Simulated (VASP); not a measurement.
NbTe:

```
Te Nb
1.0
     3.70297    0.00000    0.00000
    -1.85149    3.20687    0.00000
     0.00000    0.00000    3.69421
Te Nb
1 1
Cartesian
  1.8515 1.0690 0.0000
  0.0000 0.0000 1.8471
```

The cell comes from a database or a generator and needn't be the stable form of this composition.

```yaml
Program: VASP 6.6.1
Task: relaxation of cell and atoms
Functional: r2SCAN
Dispersion: D4
Potentials_or_basis: VASP PAW PBE potentials, release 64 (Te, Nb_sv)
Cutoff: 600 eV
k_mesh: 8 × 8 × 7
Occupations: gaussian, width 0.05 eV
Spin: no spin polarisation
```

At the start: pressure -2.7 GPa; volume 21.93 Å³/atom.

Q: How do energy, volume and symmetry change on relaxing?

A: Over 6 steps the energy falls by 4.1 meV/atom and the volume is 21.44 Å³/atom (-2.2 %); space group P-6m2 (No. 187, to 0.05 Å).

Step by step:
| step | energy change (eV) | largest force (eV/Å) | pressure (GPa) | volume (Å³) |
| --- | --- | --- | --- | --- |
| 1 | 0.0000 | 0.0000 | -2.69 | 43.87 |
| 2 | 0.0111 | 0.0000 | 4.59 | 41.57 |
| 3 | -0.0080 | 0.0000 | -0.02 | 42.94 |
| 4 | -0.0080 | 0.0000 | 0.02 | 42.92 |
| 5 | -0.0082 | 0.0000 | 0.04 | 42.90 |
| 6 | -0.0083 | 0.0000 | 0.05 | 42.89 |

Final structure:
```cif
data_structure
_symmetry_space_group_name_H-M 'P 1'
_symmetry_Int_Tables_number 1
_cell_length_a 3.6703
_cell_length_b 3.6703
_cell_length_c 3.6760
_cell_angle_alpha 90.000
_cell_angle_beta 90.000
_cell_angle_gamma 120.000
_cell_volume 42.89
loop_
_atom_site_label
_atom_site_type_symbol
_atom_site_fract_x
_atom_site_fract_y
_atom_site_fract_z
_atom_site_occupancy
Te1 Te 0.66667 0.33333 0.00000 1
Nb1 Nb 0.00000 0.00000 0.50000 1
```

Caveat: the PAW data sets were made with another functional, which shifts forces and pressure a little; pairwise dispersion overbinds metals, which lowers pressure and volume.
